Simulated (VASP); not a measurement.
YSc3: relaxation of the atoms with RPBE

The system is YSc3.

```xyz
4
Lattice="1.7071 -2.4139 0.0000 1.7071 2.4139 0.0000 0.0000 0.0000 10.3022" Properties=species:S:1:pos:R:3 pbc="T T T"
Y     1.7071    0.0000    5.1511
Sc    0.0000    0.0000    0.0000
Sc    0.8536    1.2069    7.7186
Sc    0.8536   -1.2069    2.5835
```

The cell was built by a generator and needn't be a form met in nature.

- Program: VASP 6.6.1
- Task: relaxation of the atoms
- Functional: RPBE
- Potentials or basis: VASP PAW PBE potentials, release 64 (Y_sv, Sc_sv)
- Cutoff: 520 eV
- k mesh: 10 × 10 × 3
- Occupations: methfessel-paxton, width 0.1 eV
- Spin: no spin polarisation
- Further INCAR settings: ALGO = Fast; EDIFF = 1e-06; IBRION = 2; EDIFFG = -0.01; NSW = 60

```json
{
  "Energy gained by relaxing": "7.8 meV/atom",
  "Ionic steps": "4",
  "Pressure after relaxing": "17.6 GPa",
  "Band gap on the k mesh": "none (metal or under the smearing width)"
}
```

Forces in eV/Å, atoms in the order of the input:
```
Y    0.000  0.000  0.000
Sc   0.000  0.000  0.000
Sc   0.000  0.000 -0.002
Sc   0.000  0.000  0.002
```

Stress tensor (GPa, compression positive):
```
10.27  0.00  0.00
 0.00 24.34  0.00
 0.00  0.00 18.13
```

Step by step:
| step | energy change (eV) | largest force (eV/Å) | pressure (GPa) |
| --- | --- | --- | --- |
| 1 | 0.0000 | 0.4049 | 17.60 |
| 2 | -0.0137 | 0.3023 | 17.58 |
| 3 | -0.0312 | 0.0126 | 17.58 |
| 4 | -0.0312 | 0.0022 | 17.58 |

Final structure:
```yaml
crystal:
  lattice:
    - [1.70715, -2.41387, 0.00000]
    - [1.70715, 2.41387, 0.00000]
    - [0.00000, 0.00000, 10.30217]
  atoms:
    - { symbol: Y, position: [0.50000, 0.50000, 0.50000] }
    - { symbol: Sc, position: [0.00000, 0.00000, 0.00000] }
    - { symbol: Sc, position: [0.00000, 0.50000, 0.75695] }
    - { symbol: Sc, position: [0.50000, 0.00000, 0.24305] }
```

Levels at points of the mesh, in eV from the Fermi level:
| k point | band 20 | band 21 | band 22 | band 23 | band 24 | band 25 |
| --- | --- | --- | --- | --- | --- | --- |
| (0.00, 0.00, 0.00) | -1.92 | -0.04 | 0.04 | 0.79 | 0.85 | 0.97 |
| (0.50, 0.00, 0.00) | -1.22 | -1.08 | -0.90 | -0.25 | -0.16 | 0.58 |
| (0.50, 0.50, 0.00) | -1.40 | -0.21 | -0.05 | 0.11 | 0.16 | 0.64 |

It took 12 min on 1 thread of AMD EPYC 7R13 Processor (Zen 3) (shared host), peak memory 0.29 GiB.

Caveat: the PAW data sets were made with another functional, which shifts forces and pressure a little.
